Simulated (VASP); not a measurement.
VASP input:

POSCAR:
```
S
1
    0.0000000000     1.9958250000     1.9958250000
    1.9958250000     0.0000000000     1.9958250000
    1.9958250000     1.9958250000     0.0000000000
S
1
Direct
  0.0000000000   0.0000000000   0.0000000000
```

### INCAR
```
! general
SYSTEM  = S
PREC    = Accurate
ENCUT   = 400
LREAL   = .False.
LASPH   = .True.

! electronic loop
EDIFF   = 1E-6
NELM    = 100
ALGO    = Normal
LMIXTAU = .True.

! smearing
ISMEAR  = 0
SIGMA   = 0.05

! functional
METAGGA = R2SCAN

! ions
IBRION  = 2
NSW     = 60
ISIF    = 3
EDIFFG  = -0.01

! output
LWAVE   = .False.
LCHARG  = .False.
```

KPOINTS:
```
Automatic mesh
0
Gamma
10 10 10
0 0 0
```

POTCAR, in this order: S (PBE.64 set). Program: vasp_std.

Question: Write an equivalent input for Ansatz.

Answer: One equivalent input (not run):
Ansatz 0.2 input:
```yaml
crystal:
  lattice:
    - [0.0000000, 1.9958250, 1.9958250]
    - [1.9958250, 0.0000000, 1.9958250]
    - [1.9958250, 1.9958250, 0.0000000]
  atoms:
    - { symbol: S, position: [0.0000000, 0.0000000, 0.0000000] }
kpoints:
  mp_grid: { grid: [10, 10, 10] }
hamiltonian:
  xc: r2scan
  pseudopotentials: { kind: paw }
scf:
  occupations: { method: gaussian, width: 0.05 }
  max_iter: 100
relax:
  max_steps: 60
  f_tol: 0.01
  cell: {}
output: { forces: true, stress: true, eigenvalues: true }
```
What does not carry over: each code has its own PAW files, so the cut-off isn't converted (ENCUT is set for VASP's; basis.ecutwfc is left out, and Ansatz then takes the one that its files recommend); Ansatz stops its SCF on the density residual and VASP on the energy change (EDIFF).

The structure was generated: S was put into the fcc type (Fm-3m), which need not be its known phase. This run relaxes it. Symmetry was kept, so distortions that lower it aren't found.
